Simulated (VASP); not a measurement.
## Zr: energy against the displacement of an atom

Zr (hcp, P6_3/mmc, 21.783 Å³/atom and stress up to 0.21 GPa in the relaxed cell, c along z) under a displacement u of the Zr atom at (1.571, -0.907, 3.820) Å, one of 2 in the cell, and of all its periodic images, along (0, 0, 1). LDA in VASP (plane waves, PAW), 480 eV, 18×18×10 Γ-centred mesh, Methfessel-Paxton smearing 0.10 eV; the cell and the other atoms are held. Against the start cell, which lies near the measured one, the relaxed cell differs by -6.4 % in volume and -1.1 % in c; the values below rest on it.

Here q stands for square of the displacement and y for E less E0.

| square of the displacement (Å²) | E less E0 (meV/cell) |
|---|---|
| 0.0000 | 0.0 |
| 0.0004 | 1.0 |
| 0.0016 | 3.9 |
| 0.0049 | 12.1 |
| 0.0324 | ? |

**Question.** Using a straight line, estimate the missing y at q = 0.0324 from the other rows, showing the fit.

**Answer.** Means: q 0.0017250, y 4.25. About the means, the sum of products is 0.036605 and the sum of squares of q is 1.4827e-5; the slope is their ratio. Least squares gives y = -0.01 + 2469·q. Residuals (row less fit): 0.01, 0.02, -0.04, 0.01; standard error 0.03 (degrees of freedom: 2). The runs give the same energy for u and −u. Twice the slope is the force constant of this zone-centre displacement, 4.94 ± 0.02 eV/Å². At the withheld row, y = -0.01 + 2469 × 0.0324 = 79.99 meV/cell. The calculation gives 86.6 meV/cell, 6.61 meV/cell above the prediction (7.6 % of the range of y in the table). The row lies outside the fitted rows, so this is an extrapolation. The scatter of the fitted rows lies at the last printed digit.

A polynomial of degree 2 through the 6 other runs of the series gives 86.9 there, so most of the miss is curvature that the fit leaves out. In a metal these values are sensitive to mesh and smearing; energies are taken to zero smearing, stresses follow the free energy. The runs aren't spin-polarised. Rows are the converged runs of the series near zero and its far end, less any whose ions stayed unrelaxed beside relaxed ones; series whose fitted rows scatter by over a few per cent of the range, as at a crossing or softening among them, aren't shown in this form. Most that stay on the fit to the last digits aren't either.
